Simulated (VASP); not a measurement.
Be3Se2S:

```
Be Se S
1.0
    -3.48074   10.58865    4.99895
     1.78801   -5.34680    2.64455
     1.78839    5.36281   -2.61084
Be Se S
6 4 2
Direct
  0.20040 0.24052 0.16879
  0.69430 0.19168 0.11579
  0.06880 0.26925 0.84163
  0.52954 0.24397 0.86651
  0.41581 0.27289 0.48396
  0.84972 0.17792 0.48374
  0.15370 0.94966 0.31487
  0.66650 0.03229 0.36932
  0.32269 0.00620 0.65684
  0.84812 0.04029 0.68620
  0.49292 0.95678 0.00422
  0.01472 0.05099 0.00673
```

The cell was built by a generator and needn't be a form met in nature.

| Item | Value |
| --- | --- |
| Program | VASP 6.6.1 |
| Task | relaxation of cell and atoms |
| Functional | PBE |
| Potentials or basis | VASP PAW PBE potentials, release 64 (Be, Se, S) |
| Cutoff | 520 eV |
| k mesh | 6 × 6 × 6 |
| Occupations | gaussian, width 0.05 eV |
| Spin | no spin polarisation |

At the start: pressure 4.2 GPa; volume 16.33 Å³/atom.

Task: How do energy, volume and symmetry change on relaxing?

Result: Over 19 steps the energy falls by 231.9 meV/atom and the volume is 16.39 Å³/atom (+0.3 %); space group Imm2 (No. 44, to 0.05 Å).

The path:
```csv
step,energy change (eV),largest force (eV/Å),pressure (GPa),volume (Å³)
1,0.0000,3.3502,4.21,196.02
2,-1.9673,1.2661,-3.40,208.41
3,-2.0483,1.1987,-4.68,211.90
4,-2.5541,0.7192,-0.63,198.59
5,-2.5686,0.7935,0.31,196.13
6,-2.6875,0.3520,0.34,195.73
7,-2.7110,0.3192,0.46,195.46
8,-2.7395,0.2001,-0.21,197.02
9,-2.7448,0.1730,-0.59,197.97
10,-2.7617,0.1625,0.02,196.42
11,-2.7648,0.2012,0.57,195.15
12,-2.7746,0.1548,0.23,196.04
13,-2.7756,0.1571,0.11,196.37
14,-2.7801,0.0728,-0.12,196.92
15,-2.7802,0.0652,-0.17,197.05
16,-2.7819,0.0497,0.02,196.46
17,-2.7819,0.0453,0.13,196.24
18,-2.7819,0.0509,0.14,196.32
19,-2.7824,0.0224,-0.01,196.65
```

Final structure:
```
Be Se S
1.0
    -3.59240   10.78206    5.07526
     1.79702   -5.39119    2.53723
     1.79691    5.39097   -2.53679
Be Se S
6 4 2
Direct
  0.20074 0.23602 0.16040
  0.70141 0.23500 0.15879
  0.04197 0.23583 0.83943
  0.54073 0.23556 0.84055
  0.38487 0.26216 0.49993
  0.88379 0.26209 0.50071
  0.16865 0.99482 0.33386
  0.66739 0.99430 0.33466
  0.33304 0.99460 0.66580
  0.83384 0.99376 0.66433
  0.50070 0.99437 0.00009
  0.00011 0.99391 0.00006
```
